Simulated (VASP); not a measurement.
VASP input:

**INCAR**
```
GGA  =  PS   ! PBEsol
PREC  =  Accurate
SYSTEM  =  CdS
ISIF  =  2   ! forces and stress, cell fixed
NEDOS  =  601
LMAXMIX  =  4   ! l cut-off of mixed one-centre charges
NELM  =  100   ! most electronic steps
LCHARG  =  .TRUE.
EDIFF  =  1E-7   ! SCF stop (eV)
ENCUT  =  400
LWAVE  =  .FALSE.
LORBIT  =  11
ISMEAR  =  -5   ! tetrahedra, Bloechl
LREAL  =  .FALSE.
ALGO  =  Normal   ! blocked Davidson
LASPH  =  .TRUE.
```

### KPOINTS
```
kpoints
0
Gamma
  10 10 10
```

File POSCAR:
```
CdS
1.0
  0.0000000000   2.6986031947   2.6986031947
  2.6986031947   0.0000000000   2.6986031947
  2.6986031947   2.6986031947   0.0000000000
Cd S
1 1
Direct
  1.0000000000   0.0000000000   0.0000000000
  0.5000000000   0.5000000000   0.5000000000
```

POTCAR, in this order: Cd S (PBE.64 set). Program: vasp_std.

Task: Translate this PBEsol calculation to Quantum ESPRESSO's pw.x.

Result: One equivalent input (not run):
```
&CONTROL
  calculation = 'scf'
  pseudo_dir = './pseudo'
  outdir = './out'
  tprnfor = .true.
  tstress = .true.
/
&SYSTEM
  ibrav = 0
  nat = 2
  ntyp = 2
  ecutwfc = 102
  occupations = 'tetrahedra'
  input_dft = 'pbesol'
/
&ELECTRONS
  conv_thr = 7.3e-09
  electron_maxstep = 100
/
ATOMIC_SPECIES
  Cd 112.414 Cd.upf
  S 32.060 S.upf
CELL_PARAMETERS angstrom
    -0.0000000    2.6986032    2.6986032
     2.6986032    0.0000000    2.6986032
     2.6986032    2.6986032    0.0000000
ATOMIC_POSITIONS crystal
  Cd   1.0000000  0.0000000  0.0000000
  S    0.5000000  0.5000000  0.5000000
K_POINTS automatic
  10 10 10 0 0 0
```
Limits of the translation: the potentials are each code's own (VASP's PAW set, PseudoDojo norm-conserving files in pw.x), so ENCUT and ecutwfc are chosen apart and not converted; conv_thr bounds pw.x's estimated SCF error, while EDIFF bounds the energy change between steps.

The structure comes from a computed database's CdS entry (Fm-3m); how it stands against other phases isn't given here. It was relaxed first, which changed the volume by -6 %.
